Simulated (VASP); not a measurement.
Level of theory: r2SCAN meta-GGA, VASP's PBE PAW potentials (set 64) (plane waves; VASP).

A VASP calculation is set up with these files.

INCAR:
```
ALGO = Normal
NSW = 60
EDIFFG = -0.02
LMIXTAU = .True.
SYSTEM = Tl3VSe4
ISIF = 3
IBRION = 2   # conjugate gradients
ENCUT = 400   # plane-wave cut-off (eV)
EDIFF = 1E-6
LREAL = .False.   # projection in real space or not
SIGMA = 0.05   # width (eV)
LWAVE = .False.
LASPH = .True.
METAGGA = R2SCAN
LMAXMIX = 4   # l cut-off of mixed one-centre charges
NELM = 100
ISMEAR = 0
PREC = Accurate
LCHARG = .False.
```

KPOINTS:
```
Automatic mesh
0
Gamma
4 4 4
0 0 0
```

**POSCAR**
```
Tl3VSe4
1
   -3.8183188062     3.8183188062     3.8183188062
    3.8183188062    -3.8183188062     3.8183188062
    3.8183188062     3.8183188062    -3.8183188062
V Tl Se
1 3 4
Direct
  0.0000000000   0.0000000000   0.0000000000
  0.5000000000   0.5000000000   0.0000000000
  0.0000000000   0.5000000000   0.5000000000
  0.5000000000   0.0000000000   0.5000000000
  0.6560954129   0.6560954129   0.6560954129
  0.3439045871   0.0000000000   0.0000000000
  0.0000000000   0.0000000000   0.3439045871
  0.0000000000   0.3439045871   0.0000000000
```

POTCAR, in this order: V_sv Tl_d Se (PBE.64 set). Program: vasp_std.

What will the output report for the number of irreducible k-points (NKPTS), number of bands (NBANDS), largest plane-wave count, number of space-group operations, FFT grid (NGX, NGY, NGZ)?

```json
{
  "number of irreducible k-points (NKPTS)": "8",
  "number of bands (NBANDS)": "45",
  "largest_plane_wave_count": "4124",
  "number_of_space_group_operations": "24",
  "FFT grid (NGX, NGY, NGZ)": "48 × 48 × 48"
}
```

The structure comes from a computed database's Tl3VSe4 entry (I-43m); how it stands against other phases isn't given here. This run relaxes it. Symmetry was kept, so distortions that lower it aren't found. The start is the result of an earlier pass. The run is not spin-polarised, so no magnetic state was tried.
